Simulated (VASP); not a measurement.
Output of a VASP run:

**OUTCAR**
```
 ion  position               nearest neighbor table
   1  0.333  0.667  0.750-   2 2.21   2 2.21   2 2.21   2 2.21   2 2.21   2 2.21
   2  0.667  0.333  0.250-   1 2.21   1 2.21   1 2.21   1 2.21   1 2.21   1 2.21
  LATTYP: Found a hexagonal cell.
 ALAT       =     2.2647800000
 C/A-ratio  =     1.5781223783
 Subroutine PRICEL returns:
 Original cell was already a primitive cell.
 Subroutine GETGRP returns: Found 24 space group operations
The static configuration has the point symmetry D_3d.
 The point group associated with its full space group is D_6h.
The dynamic configuration has the point symmetry D_3d.
 Subroutine INISYM returns: Found 24 space group operations
 Subroutine IBZKPT returns following result:
 Found      2 irreducible k-points:

 Following reciprocal coordinates:
            Coordinates               Weight
  0.000000  0.000000  0.000000      1.000000
  0.500000 -0.000000  0.000000      3.000000
   k-points           NKPTS =      2   k-points in BZ     NKDIM =      2   number of bands    NBANDS=      6
   number of dos      NEDOS =    301   number of ions     NIONS =      2
   total plane-waves  NPLWV =   3920
   dimension x,y,z NGX =    14 NGY =   14 NGZ =   20
   dimension x,y,z NGXF=    28 NGYF=   28 NGZF=   40
   ions per type =               2
   PREC   = accura    normal or accurate (medium, high low for compatibility)
   ISTART =      0    job   : 0-new  1-cont  2-samecut
   ICHARG =      2    charge: 1-file 2-atom 10-const
   ISPIN  =      1    spin polarized calculation?
   LNONCOLLINEAR =      F non collinear calculations
   LSORBIT =      F    spin-orbit coupling
   INIWAV =      1    electr: 0-lowe 1-rand  2-diag
   ENCUT  =  300.0 eV  22.05 Ry    4.70 a.u.   3.20  3.20  5.05*2*pi/ulx,y,z
   NELM   =    100;   NELMIN=  2; NELMDL= -5     # of ELM steps
   EDIFF  = 0.1E-05   stopping-criterion for ELM
   LREAL  =      F    real-space projection
   NLSPLINE    = F    spline interpolate recip. space projectors
   LMAXMIX     =    2 max onsite mixed and CHGCAR
   VOSKOWN=      0    Vosko Wilk Nusair interpolation
   EDIFFG = 0.1E-04   stopping-criterion for IOM
   NSW    =      0    number of steps for IOM
   NBLOCK =      1;   KBLOCK =      1    inner block; outer block
   IBRION =     -1    ionic relax: 0-MD 1-quasi-New 2-CG
   NFREE  =      0    steps in history (QN), initial steepest desc. (CG)
   ISIF   =      2    stress and relaxation
   ISYM   =      2    0-nonsym 1-usesym 2-fastsym
   TEIN   =    0.0    initial temperature
   TEBEG  =    0.0;   TEEND  =   0.0 temperature during run
   SMASS  =  -3.00    Nose mass-parameter (am)
   PSTRESS=    0.0 pullay stress
   NELECT =       4.0000    total number of electrons
   EFERMI =   0.00;   METHOD = LEGACY
   ISMEAR =    -1;   SIGMA  =   0.10  broadening in eV -4-tet -1-fermi 0-gaus
   IALGO  =     38    algorithm
   LDIAG  =      T    sub-space diagonalisation (order eigenvalues)
   IMIX   =      4    mixing-type and parameters
     AMIX     =   0.40;   BMIX     =  1.00
     AMIX_MAG =   1.60;   BMIX_MAG =  1.00
     AMIN     =   0.10
   GGA     = PE    functional components
   VOSKOWN =     0    Vosko Wilk Nusair interpolation
   LHFCALC =     F    Hartree Fock is set to
   LHFONE  =     F    Hartree Fock one center treatment
   AEXX    =    0.0000 exact exchange contribution
   IVDW    =     0    specifies the selected vdW correction
   LEPSILON=     F    determine dielectric tensor
   LRPA    =     F    only Hartree local field effects (RPA)
  energy-cutoff  :      300.00
  volume of cell :       15.88
      direct lattice vectors                 reciprocal lattice vectors
     2.264780000  0.000000000  0.000000000     0.441543991  0.254925544  0.000000000
    -1.132390000  1.961357000  0.000000000     0.000000000  0.509851088  0.000000000
     0.000000000  0.000000000  3.574100000     0.000000000  0.000000000  0.279790717
 k-point     1 :   0.0000 0.0000 0.0000  plane waves:     185
 k-point     2 :   0.5000-0.0000 0.0000  plane waves:     182
 maximum number of plane-waves:       185
```

**OSZICAR**
```
       N       E                     dE             d eps       ncg     rms          rms(c)
DAV:   1    -0.189841273894E+01   -0.18984E+01   -0.11410E+03    24   0.331E+02
DAV:   2    -0.743912445061E+01   -0.55407E+01   -0.55401E+01    36   0.445E+01
DAV:   3    -0.746634253496E+01   -0.27218E-01   -0.27218E-01    24   0.350E+00
DAV:   4    -0.746635812872E+01   -0.15594E-04   -0.15595E-04    48   0.110E-01
DAV:   5    -0.746635812875E+01   -0.27498E-10   -0.13433E-10    24   0.909E-05    0.125E+00
DAV:   6    -0.742152534790E+01    0.44833E-01   -0.58140E-03    30   0.105E+00    0.769E-01
DAV:   7    -0.740435460631E+01    0.17171E-01   -0.62766E-03    24   0.109E+00    0.247E-02
DAV:   8    -0.740431955325E+01    0.35053E-04   -0.80621E-06    24   0.331E-02    0.986E-03
DAV:   9    -0.740431626169E+01    0.32916E-05   -0.39339E-06    36   0.245E-02    0.136E-03
DAV:  10    -0.740431592993E+01    0.33176E-06   -0.13068E-08    12   0.121E-03
   1 F= -.74043159E+01 E0= -.74043159E+01  d E =-.302562E-08
```

OUTCAR:
```
------------------------ aborting loop because EDIFF is reached ----------------------------------------
  FORCE on cell =-STRESS in cart. coord.  units (eV):
  Direction    XX          YY          ZZ          XY          YZ          ZX
  --------------------------------------------------------------------------------------
  Total        3.2022016      3.2022015     -5.6563941      0.0000000     -0.0000000      0.0000000
  in kB      323.1542553    323.1542507   -570.8222210      0.0000000     -0.0000000      0.0000000
  external PRESSURE =      25.1620950 kB  Pullay stress =       0.0000000 kB
  volume of cell :       15.88
      direct lattice vectors                 reciprocal lattice vectors
     2.264780000  0.000000000  0.000000000     0.441543991  0.254925544  0.000000000
    -1.132390000  1.961357000  0.000000000     0.000000000  0.509851088  0.000000000
     0.000000000  0.000000000  3.574100000     0.000000000  0.000000000  0.279790717
 POSITION                                       TOTAL-FORCE (eV/Angst)
 -----------------------------------------------------------------------------------
     -0.00000      1.30757      2.68058        -0.000000     -0.000000      0.000000
      1.13239      0.65379      0.89353         0.000000      0.000000      0.000000
 -----------------------------------------------------------------------------------
    total drift:                                0.000001     -0.000000      0.000002
  FREE ENERGIE OF THE ION-ELECTRON SYSTEM (eV)
  ---------------------------------------------------
  free  energy   TOTEN  =        -7.4043159299 eV

  energy  without entropy=       -7.4043159269  energy(sigma->0) =       -7.40431593
```
(Selected blocks of OUTCAR.)

**POSCAR**
```
Be
1
    2.2647800000     0.0000000000     0.0000000000
   -1.1323900000     1.9613570000     0.0000000000
    0.0000000000     0.0000000000     3.5741000000
Be
2
Direct
  0.3333330000   0.6666670000   0.7500000000
  0.6666670000   0.3333330000   0.2500000000
```

Question: Write an INCAR and KPOINTS that could have produced this output.

Answer: Several could match; the one computed here: the input of the run itself, PBE GGA, plane waves, VASP's PBE PAW potentials (set 64).

### INCAR
```
ALGO = Normal
EDIFF = 1E-6
ENCUT = 300
GGA = PE
ISIF = 2
ISMEAR = -1
LASPH = .TRUE.
LCHARG = .FALSE.
LREAL = .FALSE.
LWAVE = .FALSE.
NELM = 100
PREC = Accurate
SIGMA = 0.1
SYSTEM = Be
```

KPOINTS:
```
K-points
0
G
2 2 1
```

POTCAR, in this order: Be (PBE.64 set). Program: vasp_std.

At this cut-off the stress carries a Pulay error, which pulls relaxed volumes low.

The structure comes from a computed database's Be entry; how it stands against other phases isn't given here. The cell was not relaxed at this level. The k-mesh is coarse (spacing up to 1.76 per Å, 2π included), so the numbers may not be converged in it. The run is one of a series of settings (KPOINTS 2×2×1 Γ-centred mesh against the base run), some of them coarse on purpose.
